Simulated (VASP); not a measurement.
Level of theory: PBEsol GGA, VASP's PBE PAW potentials (set 64) (plane waves; VASP).

The input files of a VASP run:

INCAR:
```
SYSTEM = PbF2
PREC = Normal
ENCUT = 450
EDIFF = 1E-5
NELM = 100
ALGO = Fast
LREAL = .FALSE.
LASPH = .TRUE.
ISMEAR = 0
SIGMA = 0.05
GGA = PS
LMAXMIX = 4
LWAVE = .FALSE.
LCHARG = .FALSE.
NELMIN = 4
IBRION = 2
ISIF = 2
NSW = 20
EDIFFG = -0.03
```

### POSCAR
```
PbF2
1
    0.0000000000     2.9478564045     2.9478564045
    2.9478564045     0.0000000000     2.9478564045
    2.9478564045     2.9478564045     0.0000000000
Pb F
1 2
Direct
  0.0000000000   0.0000000000   0.0000000000
  0.2500000000   0.2500000000   0.2500000000
  0.7500000000   0.7500000000   0.7500000000
```

### KPOINTS
```
kpoints
0
Gamma
  9 9 9
0 0 0
```

POTCAR, in this order: Pb_d F (PBE.64 set). Program: vasp_std.

Output

OUTCAR:
```
 ion  position               nearest neighbor table
   1  0.000  0.000  0.000-   2 2.55   3 2.55   3 2.55   3 2.55   3 2.55   2 2.55   2 2.55   2 2.55
  LATTYP: Found a face centered cubic cell.
 ALAT       =     5.8957128090
 Subroutine PRICEL returns:
 Original cell was already a primitive cell.
 Subroutine GETGRP returns: Found 48 space group operations
The static configuration has the point symmetry O_h .
The dynamic configuration has the point symmetry O_h .
 Subroutine INISYM returns: Found 48 space group operations
 Subroutine IBZKPT returns following result:
 Found     35 irreducible k-points:

 Following reciprocal coordinates:
            Coordinates               Weight
  0.000000  0.000000  0.000000      1.000000
  0.111111  0.000000  0.000000      8.000000
  0.222222  0.000000  0.000000      8.000000
  0.333333  0.000000  0.000000      8.000000
  0.444444  0.000000  0.000000      8.000000
  0.111111  0.111111  0.000000      6.000000
  0.222222  0.111111  0.000000     24.000000
  0.333333  0.111111  0.000000     24.000000
  0.444444  0.111111  0.000000     24.000000
 -0.444444  0.111111  0.000000     24.000000
...
```

### OSZICAR
```
       N       E                     dE             d eps       ncg     rms          rms(c)
DAV:   1     0.281947438087E+03    0.28195E+03   -0.14105E+04  1268   0.160E+03
DAV:   2     0.726280058910E+01   -0.27468E+03   -0.26639E+03  1438   0.426E+02
DAV:   3    -0.158440474467E+02   -0.23107E+02   -0.22886E+02  1456   0.141E+02
DAV:   4    -0.165084005630E+02   -0.66435E+00   -0.66373E+00  1390   0.246E+01
DAV:   5    -0.165304581229E+02   -0.22058E-01   -0.22057E-01  1400   0.447E+00    0.703E+00
RMM:   6    -0.149552502779E+02    0.15752E+01   -0.52271E+00  1312   0.158E+01    0.220E+00
RMM:   7    -0.149504671467E+02    0.47831E-02   -0.61872E-01  1367   0.844E+00    0.154E+00
RMM:   8    -0.149389291231E+02    0.11538E-01   -0.17555E-01  1358   0.387E+00    0.443E-01
RMM:   9    -0.149383340120E+02    0.59511E-03   -0.36978E-02  1387   0.207E+00    0.188E-01
RMM:  10    -0.149400901074E+02   -0.17561E-02   -0.19147E-02  1390   0.130E+00    0.232E-01
RMM:  11    -0.149394213185E+02    0.66879E-03   -0.34024E-03  1397   0.654E-01    0.189E-02
RMM:  12    -0.149395003664E+02   -0.79048E-04   -0.88488E-04  1519   0.309E-01    0.308E-02
RMM:  13    -0.149394995948E+02    0.77162E-06   -0.24601E-04  1256   0.142E-01    0.131E-02
RMM:  14    -0.149394986281E+02    0.96673E-06   -0.43194E-05   947   0.681E-02
   1 F= -.14939499E+02 E0= -.14939499E+02  d E =-.149395E+02
```

### OUTCAR
```
------------------------ aborting loop because EDIFF is reached ----------------------------------------
  FORCE on cell =-STRESS in cart. coord.  units (eV):
  Direction    XX          YY          ZZ          XY          YZ          ZX
  --------------------------------------------------------------------------------------
  Total       -0.6258832     -0.6258832     -0.6258832      0.0000000      0.0000000     -0.0000000
  in kB      -19.5728865    -19.5728865    -19.5728865      0.0000000      0.0000000     -0.0000000
  external PRESSURE =     -19.5728865 kB  Pullay stress =       0.0000000 kB
  volume of cell :       51.23
      direct lattice vectors                 reciprocal lattice vectors
     0.000000000  2.947856404  2.947856404    -0.169614775  0.169614775  0.169614775
     2.947856404  0.000000000  2.947856404     0.169614775 -0.169614775  0.169614775
     2.947856404  2.947856404  0.000000000     0.169614775  0.169614775 -0.169614775
 POSITION                                       TOTAL-FORCE (eV/Angst)
 -----------------------------------------------------------------------------------
      0.00000      0.00000      0.00000        -0.000000      0.000000     -0.000000
      1.47393      1.47393      1.47393        -0.000000     -0.000000     -0.000000
      4.42178      4.42178      4.42178         0.000000      0.000000      0.000000
 -----------------------------------------------------------------------------------
    total drift:                               -0.000000      0.000000      0.000000
  FREE ENERGIE OF THE ION-ELECTRON SYSTEM (eV)
  ---------------------------------------------------
  free  energy   TOTEN  =       -14.9394986281 eV

  energy  without entropy=      -14.9394986281  energy(sigma->0) =      -14.93949863

 reached required accuracy - stopping structural energy minimisation
```
(Selected blocks of OUTCAR.)

At this cut-off the stress carries a Pulay error, which pulls relaxed volumes low.

The compound is PbF2 in the fluorite structure, the β form. It was relaxed first.
